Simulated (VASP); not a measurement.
Level of theory: PBEsol GGA, VASP's PBE PAW potentials (set 64) (plane waves; VASP).

A VASP calculation is set up with these files.

**KPOINTS**
```
Automatic mesh
0
Gamma
10 10 10
0 0 0
```

**INCAR**
```
LREAL = F   ! projection in real space or not
GGA = PS
LWAVE = F
PREC = Accurate
SYSTEM = InAs
SIGMA = 0.1   ! width (eV)
EDIFF = 1E-7
NELM = 100   ! most electronic steps
ALGO = Normal
LMAXMIX = 4   ! l cut-off of mixed one-centre charges
LCHARG = F
ENCUT = 480
ISIF = 2   ! forces and stress, cell fixed
ISMEAR = 1   ! Methfessel-Paxton
LASPH = T
```

File POSCAR:
```
InAs
1
    0.0000000000     3.0450899932     3.0450899932
    3.0450899932     0.0000000000     3.0450899932
    3.0450899932     3.0450899932     0.0000000000
In As
1 1
Direct
  0.0000000000   0.0000000000   0.0000000000
  0.2500000000   0.2500000000   0.2500000000
```

POTCAR, in this order: In_d As (PBE.64 set). Program: vasp_std.

Output of the run:

**OSZICAR**
```
       N       E                     dE             d eps       ncg     rms          rms(c)
DAV:   1     0.108690887064E+03    0.10869E+03   -0.80957E+03  1222   0.139E+03
DAV:   2    -0.968227062884E+00   -0.10966E+03   -0.10641E+03  1282   0.310E+02
DAV:   3    -0.857317898964E+01   -0.76050E+01   -0.75353E+01  1587   0.872E+01
DAV:   4    -0.877229155531E+01   -0.19911E+00   -0.19899E+00  1454   0.160E+01
DAV:   5    -0.878006873513E+01   -0.77772E-02   -0.77769E-02  1714   0.272E+00    0.431E+00
DAV:   6    -0.852099196415E+01    0.25908E+00   -0.45977E-01  1817   0.136E+01    0.238E+00
DAV:   7    -0.849112808464E+01    0.29864E-01   -0.12694E-01  1715   0.388E+00    0.667E-01
DAV:   8    -0.848950395042E+01    0.16241E-02   -0.12737E-02  1510   0.163E+00    0.211E-01
DAV:   9    -0.848975947794E+01   -0.25553E-03   -0.10873E-03  1532   0.411E-01    0.114E-01
DAV:  10    -0.848980594923E+01   -0.46471E-04   -0.12293E-04  1882   0.148E-01    0.768E-02
DAV:  11    -0.848982107673E+01   -0.15128E-04   -0.50159E-05  1322   0.100E-01    0.453E-02
DAV:  12    -0.848982119461E+01   -0.11788E-06   -0.51886E-06  1347   0.204E-02    0.116E-02
DAV:  13    -0.848982122293E+01   -0.28313E-07   -0.10784E-06  1477   0.658E-03    0.745E-03
DAV:  14    -0.848982122317E+01   -0.24852E-09   -0.70926E-08   959   0.302E-03
   1 F= -.84898212E+01 E0= -.84899078E+01  d E =0.259623E-03
```

File OUTCAR:
```
------------------------ aborting loop because EDIFF is reached ----------------------------------------
  FORCE on cell =-STRESS in cart. coord.  units (eV):
  Direction    XX          YY          ZZ          XY          YZ          ZX
  --------------------------------------------------------------------------------------
  Total        0.0054895      0.0054895      0.0054895     -0.0000000     -0.0000000      0.0000000
  in kB        0.1557434      0.1557434      0.1557434     -0.0000000     -0.0000000      0.0000000
  external PRESSURE =       0.1557434 kB  Pullay stress =       0.0000000 kB
  volume of cell :       56.47
      direct lattice vectors                 reciprocal lattice vectors
     0.000000000  3.045089993  3.045089993    -0.164198760  0.164198760  0.164198760
     3.045089993  0.000000000  3.045089993     0.164198760 -0.164198760  0.164198760
     3.045089993  3.045089993  0.000000000     0.164198760  0.164198760 -0.164198760
  FREE ENERGIE OF THE ION-ELECTRON SYSTEM (eV)
  ---------------------------------------------------
  free  energy   TOTEN  =        -8.4898212232 eV

  energy  without entropy=       -8.4900808467  energy(sigma->0) =       -8.48990776
```
(Selected blocks of OUTCAR.)

The compound is InAs in the zinc blende structure. It was relaxed first.
